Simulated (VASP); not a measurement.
Input:

```xyz
8
Lattice="7.8117 0.0000 0.0000 0.0000 3.7985 0.0000 0.0000 0.0000 5.6118" Properties=species:S:1:pos:R:3 pbc="T T T"
Er     5.3103     0.9496     4.9651
Er     2.5013     2.8489     0.6467
Er     6.4072     2.8489     2.1592
Er     1.4045     0.9496     3.4526
Si     4.2068     0.9496     2.0764
Si     3.6048     2.8489     3.5354
Si     7.5106     2.8489     4.8824
Si     0.3010     0.9496     0.7295
```

These are r2SCAN meta-GGA, VASP's PBE PAW potentials (set 64) (plane waves; VASP) values and carry that method's errors. Settings: 400 eV cut-off, 4×7×5 Γ-centred mesh, first-order Methfessel-Paxton smearing of 0.10 eV, potentials Er_3 Si.

The 4f electrons are frozen in the core of the lanthanide potential, so 4f levels, which can set the real gap, and their magnetism are missing.

Task: Estimate the energy per atom (σ→0), band gap (on the k-mesh) with the smallest direct gap where there is one.

Result: 
- band gap (on the k-mesh): none (metal, semimetal or under 0.01 eV)
- energy per atom (σ→0): -22.230 eV/atom

Total energies compare only between runs with the same potentials, cut-off and functional.

The structure comes from a computed database's ErSi entry (Pnma); how it stands against other phases isn't given here. It was relaxed first. The start is the result of an earlier pass.
